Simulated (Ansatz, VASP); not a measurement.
## Cross-check of AlN (AlN (P6_3mc)) between VASP and Ansatz

Aim: how closely do two programs agree when they are given the same cell, functional and k mesh? The cell is taken from a series of runs on this material, whose earlier steps may have relaxed, scaled, displaced or heated it; both programs get it as it stands.

Calculated with Ansatz 0.2.0; plane waves, with VASP 6.6.1 beside it; single point at PBE0 form with 25 % exact exchange.

**1. The starting structure**

Symmetry: P6_3mc, No. 186, hexagonal system. The conventional cell has a = 3.114 Å, b = 3.114 Å, c = 4.984 Å, α = 90.00°, β = 90.00°, γ = 120.00°. Al has 4 N at 1.89 to 1.90 Å nearest. Nearest to N lie 4 Al at 1.89 to 1.90 Å. Farther neighbours and most contacts between anions are not listed.

As a file:

```xyz
16
Lattice="-4.6704 2.6965 4.9837 4.6704 -2.6965 4.9837 1.5568 2.6965 -4.9837" Properties=species:S:1:pos:R:3 pbc="T T T"
Al   -1.5570    0.8989    2.4871
Al    1.5566    0.8989    2.4871
Al   -3.1138    3.5954    2.4871
Al   -1.5570    0.8989    7.4707
Al    0.0002    1.7975   -0.0048
Al    1.5570   -0.8989    4.9789
Al   -3.1134    1.7975    4.9789
Al    0.0002    1.7975    4.9789
N     1.5574    0.8985   -0.5933
N     3.1142   -1.7980    4.3904
N    -1.5562    0.8985    4.3904
N     1.5574    0.8985    4.3904
N     1.5562   -0.8985    1.8986
N     4.6698   -0.8985    1.8986
N    -0.0006    1.7980    1.8986
N     1.5562   -0.8985    6.8823
```

**2. VASP: single point, PBE0 form with 25 % exact exchange**

A single point gives forces, pressure and levels at one fixed geometry, so differences don't come from the geometry; what else differs is listed under the comparison.

Lines of VASP's logs that name or quote its potential files are left out, and so is its time.

The run reads the wave functions of an earlier VASP run, which isn't shown here.

The input, INCAR:

```
SYSTEM = AlN
PREC = Accurate
ENCUT = 520
EDIFF = 1E-06
NELM = 100
ISMEAR = 0
SIGMA = 0.01
LREAL = .FALSE.
ALGO = Normal
LHFCALC = .TRUE.
AEXX = 0.25
GGA = PE
LASPH = .TRUE.
NBANDS = 48
PRECFOCK = Fast
LORBIT = 11
LWAVE = .FALSE.
LCHARG = .FALSE.
ISIF = 2
```

The input, POSCAR:

```
AlN
1.0
   -4.6704110617      2.6964630270      4.9836768000
    4.6704110617     -2.6964630270      4.9836768000
    1.5568036517      2.6964630790     -4.9836768000
Al N
8 8
Direct
    0.4162100000      0.0828300000      0.0000000000
    0.4162100000      0.5828300000      0.5000000000
    0.9162100000      0.0828300000      0.5000000000
    0.9162100000      0.5828300000      0.0000000000
    0.3328300000      0.1662100000      0.5000000000
    0.3328300000      0.6662100000      0.0000000000
    0.8328300000      0.1662100000      0.0000000000
    0.8328300000      0.6662100000      0.5000000000
    0.1070800000      0.2738800000      0.5000000000
    0.1070800000      0.7738800000      0.0000000000
    0.6070800000      0.2738800000      0.0000000000
    0.6070800000      0.7738800000      0.5000000000
    0.0238800000      0.3570800000      0.0000000000
    0.0238800000      0.8570800000      0.5000000000
    0.5238800000      0.3570800000      0.5000000000
    0.5238800000      0.8570800000      0.0000000000
```

The input, KPOINTS:

```
Automatic mesh
0
Gamma
2 2 2
0 0 0
```

PAW data sets: Al and N (PBE family, release 64).

On the command line:

```sh
$ export OMP_NUM_THREADS=3
$ mpirun -np 1 vasp_std
```

Numbers of over 12 decimals in the logs are rounded to 6 here.

Output:

```text
[banner, memory and clock lines left out]
running    1 mpi-ranks, on    1 nodes
 distrk:  each k-point on    1 cores,    1 groups
 distr:  one band on    1 cores,    1 groups
 Offloading initialized ...    1 GPUs detected
 POSCAR found type information on POSCAR AlN
 POSCAR found :  2 types and      16 ions
 LDA part: xc-table for (Slater+PW92), standard interpolation
 found WAVECAR, reading the header
 POSCAR, INCAR and KPOINTS ok, starting setup
 FFT: planning ... GRIDC
 FFT: planning ... GRID_SOFT
 FFT: planning ... GRID
 reading WAVECAR
 the WAVECAR file was read successfully
 initial charge from wavefunction
 entering main loop
       N       E                     dE             d eps       ncg     rms          rms(c)
DAV:   1    -0.147043436168E+03   -0.14704E+03   -0.37082E+00   616   0.771E+00    0.241E+01
DAV:   2    -0.147081897046E+03   -0.38461E-01   -0.10022E-01   600   0.150E+00    0.173E+01
DAV:   3    -0.147078077866E+03    0.38192E-02   -0.25305E-03   560   0.244E-01    0.108E+01
DAV:   4    -0.147076373677E+03    0.17042E-02   -0.86912E-04   568   0.112E-01    0.646E+00
DAV:   5    -0.147075873518E+03    0.50016E-03   -0.19960E-04   568   0.541E-02    0.382E+00
DAV:   6    -0.147075694749E+03    0.17877E-03   -0.39185E-05   544   0.318E-02    0.224E+00
DAV:   7    -0.147075634872E+03    0.59877E-04   -0.17362E-05   584   0.221E-02    0.130E+00
DAV:   8    -0.147075615945E+03    0.18927E-04   -0.51973E-06   544   0.124E-02    0.757E-01
DAV:   9    -0.147075610182E+03    0.57631E-05   -0.16720E-06   312   0.688E-03    0.445E-01
DAV:  10    -0.147075608737E+03    0.14454E-05   -0.10211E-06   288   0.532E-03    0.258E-01
DAV:  11    -0.147075608590E+03    0.14667E-06   -0.36455E-07   256   0.303E-03
   1 F= -.14707561E+03 E0= -.14707561E+03  d E =-.114436E-27
```

From OUTCAR (step 2):

```text
ion  position               nearest neighbor table
   1  0.416  0.083  0.000-  15 1.89  14 1.89  16 1.89  11 1.90   6 3.07   7 3.07   8 3.07   5 3.07
                             5 3.07   8 3.07   4 3.11   4 3.11   2 3.11   2 3.11   3 3.11   3 3.11
   2  0.416  0.583  0.500-  16 1.89  13 1.89  15 1.89  12 1.90   5 3.07   8 3.07   7 3.07   6 3.07
                             6 3.07   7 3.07   3 3.11   3 3.11   1 3.11   1 3.11   4 3.11   4 3.11
   3  0.916  0.083  0.500-  13 1.89  16 1.89  14 1.89   9 1.90   5 3.07   8 3.07   6 3.07   7 3.07
                             7 3.07   6 3.07   2 3.11   2 3.11   4 3.11   4 3.11   1 3.11   1 3.11
   4  0.916  0.583  0.000-  14 1.89  15 1.89  13 1.89  10 1.90   6 3.07   7 3.07   5 3.07   8 3.07
                             8 3.07   5 3.07   1 3.11   1 3.11   3 3.11   3 3.11   2 3.11   2 3.11
   5  0.333  0.166  0.500-  10 1.89  11 1.89   9 1.89  15 1.90   2 3.07   3 3.07   4 3.07   1 3.07
                             4 3.07   1 3.07   8 3.11   8 3.11   6 3.11   6 3.11   7 3.11   7 3.11
   6  0.333  0.666  0.000-   9 1.89  12 1.89  10 1.89  16 1.90   1 3.07   4 3.07   3 3.07   2 3.07
                             2 3.07   3 3.07   7 3.11   7 3.11   5 3.11   5 3.11   8 3.11   8 3.11
   7  0.833  0.166  0.000-  12 1.89   9 1.89  11 1.89  13 1.90   1 3.07   4 3.07   2 3.07   3 3.07
                             3 3.07   2 3.07   6 3.11   6 3.11   8 3.11   8 3.11   5 3.11   5 3.11
   8  0.833  0.666  0.500-  11 1.89  10 1.89  12 1.89  14 1.90   2 3.07   3 3.07   1 3.07   4 3.07
                             1 3.07   4 3.07   5 3.11   5 3.11   7 3.11   7 3.11   6 3.11   6 3.11
   9  0.107  0.274  0.500-   6 1.89   7 1.89   5 1.89   3 1.90
  10  0.107  0.774  0.000-   5 1.89   8 1.89   6 1.89   4 1.90
  11  0.607  0.274  0.000-   8 1.89   5 1.89   7 1.89   1 1.90
  12  0.607  0.774  0.500-   7 1.89   6 1.89   8 1.89   2 1.90
  13  0.024  0.357  0.000-   3 1.89   2 1.89   4 1.89   7 1.90
  14  0.024  0.857  0.500-   4 1.89   1 1.89   3 1.89   8 1.90
  15  0.524  0.357  0.500-   1 1.89   4 1.89   2 1.89   5 1.90
  16  0.524  0.857  0.000-   2 1.89   3 1.89   1 1.89   6 1.90

  LATTYP: Found a face centered orthorhombic cell.
 ALAT       =     6.2272147053
 B/A-ratio  =     1.6006118420
 C/A-ratio  =     1.7320508106

 Subroutine GETGRP returns: Found  4 space group operations
 (whereof  2 operations were pure point group operations)

The static configuration has the point symmetry C_1h.
 The point group associated with its full space group is C_2v.

 Found      5 irreducible k-points:

   k-points           NKPTS =      5   k-points in BZ     NKDIM =      8   number of bands    NBANDS=     48

   dimension x,y,z NGX =    56 NGY =   56 NGZ =   48
   dimension x,y,z NGXF=   112 NGYF=  112 NGZF=   96

   ENCUT  =  520.0 eV  38.22 Ry    6.18 a.u.  13.65 13.65 10.93*2*pi/ulx,y,z

   NELECT =      64.0000    total number of electrons

 k-points in reciprocal lattice and weights: Automatic mesh
   0.00000000  0.00000000  0.00000000       0.125
   0.50000000  0.00000000  0.00000000       0.500
   0.50000000  0.50000000  0.00000000       0.125
   0.00000000  0.00000000  0.50000000       0.125
   0.50000000  0.50000000  0.50000000       0.125

  exchange ACFDT corr.  =         0.00000000  see jH, gK, PRB 81, 115126

 average (electrostatic) potential at core
       1 -67.3267       2 -67.3267       3 -67.3267       4 -67.3267       5 -67.3267
       6 -67.3267       7 -67.3267       8 -67.3267       9 -54.4427      10 -54.4427
      11 -54.4427      12 -54.4427      13 -54.4427      14 -54.4427      15 -54.4427
      16 -54.4427

 E-fermi :   4.9047

 k-point     1 :       0.0000    0.0000    0.0000
  band No.  band energies     occupation
    ...
     28       3.8606      2.00000
     29       4.0501      2.00000
     30       4.5814      2.00000
     31       4.5855      2.00000
     32       4.8291      2.00000
     33      11.1667      0.00000
     34      12.2561      0.00000
     35      12.2561      0.00000
     36      12.2561      0.00000
     37      12.2561      0.00000
    ...

 k-point     2 :       0.5000    0.0000    0.0000
  band No.  band energies     occupation
    ...
     28       3.8533      2.00000
     29       4.1298      2.00000
     30       4.1298      2.00000
     31       4.1440      2.00000
     32       4.1440      2.00000
     33      13.0431      0.00000
     34      13.0431      0.00000
     35      13.1622      0.00000
     36      13.1622      0.00000
     37      14.3916      0.00000
    ...

 k-point     3 :       0.5000    0.5000    0.0000
  band No.  band energies     occupation
    ...
     28       3.7645      2.00000
     29       4.3498      2.00000
     30       4.3498      2.00000
     31       4.3561      2.00000
     32       4.3561      2.00000
     33      13.2340      0.00000
     34      13.2340      0.00000
     35      13.6861      0.00000
     36      13.6861      0.00000
     37      13.6861      0.00000
    ...

  Total       -2.0959367     -2.1024412     -2.4096594     -0.0056330      0.0000000      0.0000000
  in kB      -20.0641408    -20.1264072    -23.0673692     -0.0539242      0.0000000      0.0000000
  external PRESSURE =     -21.0859724 kB  Pullay stress =       0.0000000 kB

  energy-cutoff  :      520.00
  volume of cell :      167.37
      direct lattice vectors                 reciprocal lattice vectors
    -4.670411062  2.696463027  4.983676800    -0.000000002  0.185428091  0.100327533
     4.670411062 -2.696463027  4.983676800     0.160585437  0.092714047  0.100327533
     1.556803652  2.696463079 -4.983676800     0.160585435  0.278142139  0.000000000

 POSITION                                       TOTAL-FORCE (eV/Angst)
 -----------------------------------------------------------------------------------
     -1.55702      0.89895      2.48705        -0.006716      0.003878     -0.007340
      1.55659      0.89895      2.48705        -0.006716      0.003878     -0.007340
     -3.11383      3.59541      2.48705        -0.006716      0.003878     -0.007340
     -1.55702      0.89895      7.47073        -0.006716      0.003878     -0.007340
      0.00022      1.79752     -0.00478         0.006716     -0.003878     -0.007340
      1.55702     -0.89895      4.97889         0.006716     -0.003878     -0.007340
     -3.11339      1.79752      4.97889         0.006716     -0.003878     -0.007340
      0.00022      1.79752      4.97889         0.006716     -0.003878     -0.007340
      1.55743      0.89846     -0.59326        -0.021802      0.012587      0.007340
      3.11423     -1.79800      4.39042        -0.021802      0.012587      0.007340
     -1.55618      0.89846      4.39042        -0.021802      0.012587      0.007340
      1.55743      0.89846      4.39042        -0.021802      0.012587      0.007340
      1.55618     -0.89846      1.89858         0.021802     -0.012587      0.007340
      4.66979     -0.89846      1.89858         0.021802     -0.012587      0.007340
     -0.00062      1.79800      1.89858         0.021802     -0.012587      0.007340
      1.55618     -0.89846      6.88226         0.021802     -0.012587      0.007340
 -----------------------------------------------------------------------------------
    total drift:                                0.000036      0.000062      0.001781

  FREE ENERGIE OF THE ION-ELECTRON SYSTEM (eV)
  ---------------------------------------------------
  free  energy   TOTEN  =      -147.0756085902 eV

  energy  without entropy=     -147.0756085902  energy(sigma->0) =     -147.07560859

 total charge
# of ion       s       p       d       tot
------------------------------------------
    1        0.421   0.454   0.000   0.875
    2        0.421   0.454   0.000   0.875
    3        0.421   0.454   0.000   0.875
    4        0.421   0.454   0.000   0.875
    5        0.421   0.454   0.000   0.875
    6        0.421   0.454   0.000   0.875
    7        0.421   0.454   0.000   0.875
    8        0.421   0.454   0.000   0.875
    9        1.221   2.654   0.000   3.875
   10        1.221   2.654   0.000   3.875
   11        1.221   2.654   0.000   3.875
   12        1.221   2.654   0.000   3.875
   13        1.221   2.654   0.000   3.875
   14        1.221   2.654   0.000   3.875
   15        1.221   2.654   0.000   3.875
   16        1.221   2.654   0.000   3.875
--------------------------------------------------
tot         13.133  24.863   0.000  37.995

[... 2 further parts left out ...]
```

The gap is read on the k-mesh alone, so it is an upper bound where the band edges lie off the mesh. The k-mesh is coarse for unscreened exact exchange, which converges slowly with it.

[end of part 1 of 2]

[Lines on the potential files, build, host, timing and source positions are cut from VASP's logs without a mark.]

[Logs are printed without paths, hosts, clocks, repeated set-up lines and the standing remarks that a program may print on its own settings, such as how far it seeks lower states.]

[Hosts, paths, dates, database ids (printed as entryN), source tags and the programs' standing remarks are cut or masked in the printed files.]
